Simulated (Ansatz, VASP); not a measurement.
# Cross-check of Y (Y(0001)) between VASP and Ansatz, part 2 of 2

One calculation is typed for both programs; each brings its own data sets and cutoff. How far apart do they land?

VASP 6.6.1 and Ansatz 0.2.0.

So far: Starting point; Ansatz: band structure, PBE.

### 3. VASP: band structure, PBE

Level of this step: PBE; plane waves and PAW (Y_sv) (VASP).

The same cell, functional, mesh and smearing now go to VASP, with its own data sets and cutoff.

Lines of VASP's logs that name or quote its potential files are left out, and so is its time.

Input file INCAR:

```
SYSTEM = Y
PREC = Normal
ENCUT = 300
EDIFF = 1E-06
NELM = 120
ISMEAR = -1
SIGMA = 0.1
LREAL = .FALSE.
ALGO = Fast
GGA = PE
NBANDS = 43
LORBIT = 11
LWAVE = .FALSE.
LCHARG = .TRUE.
IDIPOL = 3
LDIPOL = .TRUE.
DIPOL = 0.5 0.5 0.5
LVHAR = .TRUE.
LVACPOTAV = .TRUE.
LELF = .TRUE.
NEDOS = 1500
```

Input file POSCAR:

```
Y
1.0
    3.6500000000      0.0000000000      0.0000000000
    1.8250000000      3.1609927238      0.0000000000
    0.0000000000      0.0000000000     29.4683000000
Y
5
Direct
    0.0000000000      0.0000000000      0.3054129353
    0.6666666667      0.6666666667      0.4027064676
    0.0000000000      0.0000000000      0.5000000000
    0.6666666667      0.6666666667      0.5972935324
    0.0000000000      0.0000000000      0.6945870647
```

Input file KPOINTS:

```
Automatic mesh
0
Gamma
18 18 1
0 0 0
```

Input file KPOINTS_OPT:

```
Line mode
14
Line-mode
Reciprocal
  0.00000000   0.00000000   0.00000000 GAMMA
  0.00000000  -0.50000000   0.00000000 M

  0.00000000  -0.50000000   0.00000000 M
  0.33333333  -0.33333333   0.00000000 K

  0.33333333  -0.33333333   0.00000000 K
  0.00000000   0.00000000   0.00000000 GAMMA
```

Potentials, in the order of the species: Y_sv (PBE family, release 64).

Started as:

```sh
mpirun -np 2 vasp_std
```

Numbers of over 12 decimals in the logs are rounded to 6 here.

Log:

```text
[banner, memory and clock lines left out]
running    2 mpi-ranks, on    1 nodes
 distrk:  each k-point on    2 cores,    1 groups
 distr:  one band on    1 cores,    2 groups

 POSCAR found type information on POSCAR Y
 POSCAR found :  1 types and       5 ions
 LDA part: xc-table for (Slater+PW92), standard interpolation
|                                                                             |
|           W    W    AA    RRRRR   N    N  II  N    N   GGGG   !!!           |
|           W    W   A  A   R    R  NN   N  II  NN   N  G    G  !!!           |
|           W    W  A    A  R    R  N N  N  II  N N  N  G       !!!           |
|           W WW W  AAAAAA  RRRRR   N  N N  II  N  N N  G  GGG   !            |
|           WW  WW  A    A  R   R   N   NN  II  N   NN  G    G                |
|           W    W  A    A  R    R  N    N  II  N    N   GGGG   !!!           |
|                                                                             |
|     The number of bands has been changed from the values supplied in        |
|     The orbitals not found in the WAVECAR file will be initialized with     |
|     random numbers, which is usually adequate. For correlated               |
|     calculations, however, you should redo the groundstate calculation.     |
|     I found NBANDS = 43. Now, NBANDS = 44.                                  |
|                                                                             |

 POSCAR, INCAR and KPOINTS ok, starting setup
 FFT: planning ... GRIDC
 FFT: planning ... GRID_SOFT
 FFT: planning ... GRID
 WAVECAR not read
 entering main loop
       N       E                     dE             d eps       ncg     rms          rms(c)
DAV:   1     0.216342075073E+03    0.21634E+03   -0.21180E+04  4224   0.736E+02
DAV:   2    -0.696637424329E+00   -0.21704E+03   -0.20850E+03  3812   0.222E+02
DAV:   3    -0.297395035246E+02   -0.29043E+02   -0.28453E+02  5364   0.424E+01
DAV:   4    -0.335645298122E+02   -0.38250E+01   -0.37982E+01  5548   0.170E+01
DAV:   5    -0.338418574735E+02   -0.27733E+00   -0.27726E+00  4984   0.371E+00    0.566E+01
RMM:   6    -0.426259370661E+02   -0.87841E+01   -0.81709E+00  4556   0.633E+00    0.530E+01
RMM:   7    -0.439043493324E+02   -0.12784E+01   -0.84659E+00  4730   0.605E+00    0.494E+01
RMM:   8    -0.350757608286E+02    0.88286E+01   -0.33830E+00  4661   0.442E+00    0.277E+01
RMM:   9    -0.320219385660E+02    0.30538E+01   -0.70698E-01  4188   0.242E+00    0.162E+01
RMM:  10    -0.311984436883E+02    0.82349E+00   -0.56404E-01  5195   0.163E+00    0.101E+01
RMM:  11    -0.310157138000E+02    0.18273E+00   -0.16037E-01  5741   0.823E-01    0.739E+00
RMM:  12    -0.309568075766E+02    0.58906E-01   -0.46020E-02  5739   0.545E-01    0.566E+00
RMM:  13    -0.309153192628E+02    0.41488E-01   -0.14986E-01  5296   0.118E+00    0.363E+00
RMM:  14    -0.309266807988E+02   -0.11362E-01   -0.40487E-02  5689   0.469E-01    0.409E+00
RMM:  15    -0.309327938782E+02   -0.61131E-02   -0.15907E-02  6028   0.259E-01    0.432E+00
RMM:  16    -0.309168601157E+02    0.15934E-01   -0.63865E-03  5900   0.163E-01    0.369E+00
RMM:  17    -0.308795450346E+02    0.37315E-01   -0.14967E-02  5183   0.400E-01    0.165E+00
RMM:  18    -0.308777129338E+02    0.18321E-02   -0.17295E-03  5521   0.126E-01    0.120E+00
RMM:  19    -0.308784825128E+02   -0.76958E-03   -0.55099E-04  5541   0.650E-02    0.117E+00
RMM:  20    -0.308767043420E+02    0.17782E-02   -0.18257E-03  5364   0.147E-01    0.174E-01
RMM:  21    -0.308767359009E+02   -0.31559E-04   -0.38720E-04  5615   0.539E-02    0.144E-01
RMM:  22    -0.308768353552E+02   -0.99454E-04   -0.11936E-04  5330   0.334E-02    0.108E-01
WARNING in EDDRMM: call to ZHEGV failed, returncode =   6  3     11
WARNING in EDDRMM: call to ZHEGV failed, returncode =   6  3     11
RMM:  23    -0.308768336502E+02    0.17050E-05   -0.70354E-05  5446   0.228E-02    0.354E-02
WARNING in EDDRMM: call to ZHEGV failed, returncode =   8  4     11
WARNING in EDDRMM: call to ZHEGV failed, returncode =   8  4     11
WARNING in EDDRMM: call to ZHEGV failed, returncode =   8  4     18
RMM:  24    -0.308768542915E+02   -0.20641E-04   -0.25996E-05  4854   0.108E-02    0.460E-02
RMM:  25    -0.308769013584E+02   -0.47067E-04   -0.34505E-05  4786   0.108E-02    0.199E-02
WARNING in EDDRMM: call to ZHEGV failed, returncode =   6  3     11
RMM:  26    -0.308769085602E+02   -0.72018E-05   -0.13673E-05  4334   0.614E-03    0.101E-02
WARNING in EDDRMM: call to ZHEGV failed, returncode =   6  3     13
WARNING in EDDRMM: call to ZHEGV failed, returncode =   6  3     11
RMM:  27    -0.308769166303E+02   -0.80701E-05   -0.96723E-06  3967   0.488E-03    0.376E-03
RMM:  28    -0.308769209268E+02   -0.42965E-05   -0.68692E-06  3436   0.335E-03    0.747E-03
WARNING in EDDRMM: call to ZHEGV failed, returncode =   6  3     17
RMM:  29    -0.308769240985E+02   -0.31717E-05   -0.38100E-06  2984   0.270E-03    0.169E-03
RMM:  30    -0.308769269883E+02   -0.28898E-05   -0.30394E-06  2886   0.238E-03    0.209E-03
RMM:  31    -0.308769302445E+02   -0.32562E-05   -0.17458E-06  2653   0.203E-03    0.243E-03
RMM:  32    -0.308769314445E+02   -0.12000E-05   -0.15491E-06  2337   0.187E-03    0.180E-03
RMM:  33    -0.308769320025E+02   -0.55791E-06   -0.95668E-07  2111   0.172E-03
|                                                                             |
|           W    W    AA    RRRRR   N    N  II  N    N   GGGG   !!!           |
|           W    W   A  A   R    R  NN   N  II  NN   N  G    G  !!!           |
|           W    W  A    A  R    R  N N  N  II  N N  N  G       !!!           |
|           W WW W  AAAAAA  RRRRR   N  N N  II  N  N N  G  GGG   !            |
|           WW  WW  A    A  R   R   N   NN  II  N   NN  G    G                |
|           W    W  A    A  R    R  N    N  II  N    N   GGGG   !!!           |
|                                                                             |
|     Did not find any points to average over, which means that no vacuum     |
|     field-free region was found. Please increase the size of  your cell     |
|     in the dimension of the dipole correction to obtain accurate            |
|     workfunction values.                                                    |
|                                                                             |

   1 F= -.30876932E+02 E0= -.30693485E+02  d E =-.366895E+00
 Start KPOINTS_OPT (optional k-point list driver)
k-point batch [1-37\42]
       N       E                     dE             ncg
DAV:   1    -0.333379133795E+05   -0.71255E+05     4248
DAV:   2    -0.409032657511E+05   -0.75654E+04     3920
DAV:   3    -0.419506873109E+05   -0.10474E+04     5368
DAV:   4    -0.420929959294E+05   -0.14231E+03     5496
DAV:   5    -0.421018030867E+05   -0.88072E+01     4920
DAV:   6    -0.421020722323E+05   -0.26915E+00     5184
DAV:   7    -0.421020859251E+05   -0.13693E-01     4832
DAV:   8    -0.421020863718E+05   -0.44676E-03     4624
DAV:   9    -0.421020863941E+05   -0.22283E-04     4040
DAV:  10    -0.421020863951E+05   -0.94585E-06     2680
k-point batch [38-42\42]
       N       E                     dE             ncg
DAV:   1     0.331165715977E+05   -0.48355E+04      544
DAV:   2     0.319971124340E+05   -0.11195E+04      500
DAV:   3     0.318124693851E+05   -0.18464E+03      792
DAV:   4     0.317945352308E+05   -0.17934E+02      712
DAV:   5     0.317939352513E+05   -0.59998E+00      656
DAV:   6     0.317939181448E+05   -0.17107E-01      672
DAV:   7     0.317939173117E+05   -0.83303E-03      664
DAV:   8     0.317939172980E+05   -0.13733E-04      544
DAV:   9     0.317939172974E+05   -0.55747E-06      536
```

Parts of OUTCAR (step 3):

```text
ion  position               nearest neighbor table
   1  0.000  0.000  0.305-   2 3.56   2 3.56   2 3.56
   2  0.667  0.667  0.403-   1 3.56   1 3.56   1 3.56   3 3.56   3 3.56   3 3.56
   3  0.000  0.000  0.500-   2 3.56   4 3.56   2 3.56   4 3.56   2 3.56   4 3.56
   4  0.667  0.667  0.597-   5 3.56   5 3.56   5 3.56   3 3.56   3 3.56   3 3.56
   5  0.000  0.000  0.695-   4 3.56   4 3.56   4 3.56

  LATTYP: Found a hexagonal cell.
 ALAT       =     3.6500000000
 C/A-ratio  =     8.0735068493

 Subroutine GETGRP returns: Found 12 space group operations
 (whereof 12 operations were pure point group operations)

The static configuration has the point symmetry D_3h.

 Found     37 irreducible k-points:

   k-points           NKPTS =     37   k-points in BZ     NKDIM =     37   number of bands    NBANDS=     44

   dimension x,y,z NGX =    16 NGY =   16 NGZ =  126
   dimension x,y,z NGXF=    32 NGYF=   32 NGZF=  252

   ENCUT  =  300.0 eV  22.05 Ry    4.70 a.u.   5.15  5.15 41.62*2*pi/ulx,y,z

   NELECT =      55.0000    total number of electrons

 k-points in reciprocal lattice and weights: Automatic mesh
   0.00000000  0.00000000  0.00000000       0.003
   0.05555556  0.00000000  0.00000000       0.019
   0.11111111  0.00000000  0.00000000       0.019
   0.16666667  0.00000000  0.00000000       0.019
   0.22222222  0.00000000  0.00000000       0.019
   0.27777778  0.00000000  0.00000000       0.019
   0.33333333  0.00000000  0.00000000       0.019
   0.38888889  0.00000000  0.00000000       0.019
   0.44444444  0.00000000  0.00000000       0.019
[...]
-0.38888889  0.27777778  0.00000000       0.037
  -0.33333333  0.33333333  0.00000000       0.006

 dipolmoment           0.000000      0.000000      0.000000 electrons x Angstroem

 average (electrostatic) potential at core
       1 -41.4345       2 -40.8516       3 -40.9191       4 -40.8516       5 -41.4345

 E-fermi :  -0.1532

 k-point     1 :       0.0000    0.0000    0.0000
  band No.  band energies     occupation
    ...
     21      -4.6449      2.00000
     22      -4.1743      2.00000
     23      -3.5152      2.00000
     24      -2.7248      2.00000
     25      -2.1595      2.00000
     26       0.0262      0.28514
     27       0.0304      0.27507
     28       0.5969      0.00111
     29       0.6628      0.00057
     30       1.1659      0.00000
    ...

 k-point     2 :       0.0556    0.0000    0.0000
  band No.  band energies     occupation
    ...
     21      -4.5804      2.00000
     22      -4.1112      2.00000
     23      -3.4535      2.00000
     24      -2.6637      2.00000
     25      -2.0972      2.00000
     26       0.0334      0.26799
     27       0.0342      0.26626
     28       0.5306      0.00214
     29       0.6225      0.00086
     30       1.1446      0.00000
    ...

 k-point     3 :       0.1111    0.0000    0.0000
  band No.  band energies     occupation
    ...
     21      -4.3899      2.00000
     22      -3.9267      2.00000
     23      -3.2744      2.00000
     24      -2.4869      2.00000
     25      -1.9170      2.00000
     26       0.0253      0.28750
     27       0.0434      0.24579
     28       0.3538      0.01250
     29       0.5279      0.00220
     30       1.0530      0.00001
    ...

  Total       -1.6442518     -1.6442518     -1.2828809     -0.0000000      0.0000000      0.0000000
  in kB       -7.7483185     -7.7483185     -6.0454060     -0.0000000      0.0000000      0.0000000
  external PRESSURE =      -7.1806810 kB  Pullay stress =       0.0000000 kB

  energy-cutoff  :      300.00
  volume of cell :      339.99
      direct lattice vectors                 reciprocal lattice vectors
     3.650000000  0.000000000  0.000000000     0.273972603 -0.158178156  0.000000000
     1.825000000  3.160992724  0.000000000     0.000000000  0.316356312  0.000000000
     0.000000000  0.000000000 29.468300000     0.000000000  0.000000000  0.033934771

 POSITION                                       TOTAL-FORCE (eV/Angst)
 -----------------------------------------------------------------------------------
      0.00000      0.00000      9.00000         0.000000      0.000000      0.182506
      3.65000      2.10733     11.86707        -0.000000      0.000000     -0.178657
      0.00000      0.00000     14.73415        -0.000000     -0.000000      0.000000
      3.65000      2.10733     17.60123        -0.000000     -0.000000      0.178657
      0.00000      0.00000     20.46830         0.000000      0.000000     -0.182506
 -----------------------------------------------------------------------------------
    total drift:                               -0.000000     -0.000000     -0.000000

  FREE ENERGIE OF THE ION-ELECTRON SYSTEM (eV)
  ---------------------------------------------------
  free  energy   TOTEN  =       -30.8769320025 eV

  energy  without entropy=      -30.5100371691  energy(sigma->0) =      -30.69348459

 vacuum level on the upper side and lower side of the slab         3.214         3.214

 total charge
# of ion       s       p       d       f       tot
--------------------------------------------------
    1        2.287   6.134   0.890   0.005   9.316
    2        2.273   6.231   0.908   0.006   9.418
    3        2.278   6.213   0.921   0.006   9.419
    4        2.273   6.231   0.908   0.006   9.418
    5        2.287   6.134   0.890   0.005   9.316
--------------------------------------------------
tot         11.400  30.942   4.516   0.029  46.887

[... 3 further parts left out ...]
```

### 4. Differences

Known differences besides the PAW data sets themselves: the cutoff is 420 eV in Ansatz and 300 eV in VASP (PREC = Normal); VASP leaves aspherical gradient terms in its spheres out (LASPH is not set), Ansatz keeps them. Total energies have different zeros and are not compared.

Compared:

```
                                   quantity  Ansatz  VASP  difference
 work function, lower of the two faces (eV)    3.37  3.37        0.00
work function, higher of the two faces (eV)    3.37  3.37        0.00
```

Forces (eV/Å; atoms numbered as in POSCAR):

| atom | Ansatz x, y, z | VASP x, y, z |
| --- | --- | --- |
| Y1 | 0.000, 0.000, 0.177 | 0.000, 0.000, 0.183 |
| Y2 | 0.000, 0.000, -0.178 | 0.000, 0.000, -0.179 |
| Y3 | 0.000, 0.000, 0.000 | 0.000, 0.000, 0.000 |
| Y4 | 0.000, 0.000, 0.178 | 0.000, 0.000, 0.179 |
| Y5 | 0.000, 0.000, -0.177 | 0.000, 0.000, -0.183 |

The forces differ by 2.1 meV/Å r.m.s., which is 2.2 % of the r.m.s. force of 0.09 eV/Å (both taken over all components). Levels from 3 eV below to 2 eV above the Fermi level differ by 44 meV r.m.s. and 666 meV at most; each VASP level is matched to the nearest of Ansatz, which flatters the figure a little.

### 5. Results

```json
{
 "r.m.s. difference of levels near the Fermi level (band structure, PBE)": "44 meV"
}
```

In words: The r.m.s. difference of levels near the Fermi level is 44 meV (band structure, PBE), within the 80 meV picked in this series as the mark of a large difference. How closely two codes agree says nothing of how well the functional describes the real material.

[Lines on the potential files, build, host, timing and source positions are cut from VASP's logs without a mark.]

[Logs are printed without paths, hosts, clocks, repeated set-up lines and the standing remarks that a program may print on its own settings, such as how far it seeks lower states.]

[Hosts, paths, dates, database ids (printed as entryN), source tags and the programs' standing remarks are cut or masked in the printed files.]
